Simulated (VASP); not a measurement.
Runs of VASP 6.6.1 on TiN (Osbornite). Symmetry: Fm-3m, No. 225, cubic system. The conventional cell has a = 4.238 Å, b = 4.238 Å, c = 4.238 Å, α = 90.00°, β = 90.00°, γ = 90.00°. Ti (site symmetry m-3m) has 6 N at 2.12 Å as nearest neighbours. N (site symmetry m-3m) has 6 Ti at 2.12 Å as nearest neighbours. 

| level | potentials or basis | k mesh | grid for exact exchange (PRECFOCK) | screening parameter | mesh quality | gap on the mesh (eV) | pressure (GPa) | moment (μB) |
| --- | --- | --- | --- | --- | --- | --- | --- | --- |
| HSE06 | VASP PAW PBE potentials, release 64 (Ti_sv, N) | 7 × 7 × 7 | Fast | 0.2 1/A | coarse | none | -6.2 | 0.00 |
| r2SCAN | VASP PAW PBE potentials, release 64 (Ti_sv, N) | 12 × 12 × 12 | - | - | not flagged | none | 0.4 | 0.00 |
| LDA | VASP PAW LDA potentials, release 64 (Ti_sv, N) | 12 × 12 × 12 | - | - | not flagged | none | (a) | 0.00 |
| PBE | VASP PAW PBE potentials, release 64 (Ti_sv, N) | 12 × 12 × 12 | - | - | not flagged | none | (b) | 0.00 |
| PBEsol | VASP PAW PBE potentials, release 64 (Ti_sv, N) | 12 × 12 × 12 | - | - | not flagged | none | -6.5 | 0.00 |

Alike in all rows: task single point; spin collinear, ferromagnetic start; cell as given; cutoff (eV) 520; smearing fermi-dirac 0.05 eV.

Task: Fill in the values left out.

Result: (a) -12.8; (b) 2.2.

Caveats: some runs use coarse meshes; the PAW data sets were made with another functional, which shifts forces and pressure a little (some runs).

A k mesh can miss the band edges.

A gap of «none» marks a metal or a gap under the smearing width.

Not every run made on this cell is shown here.
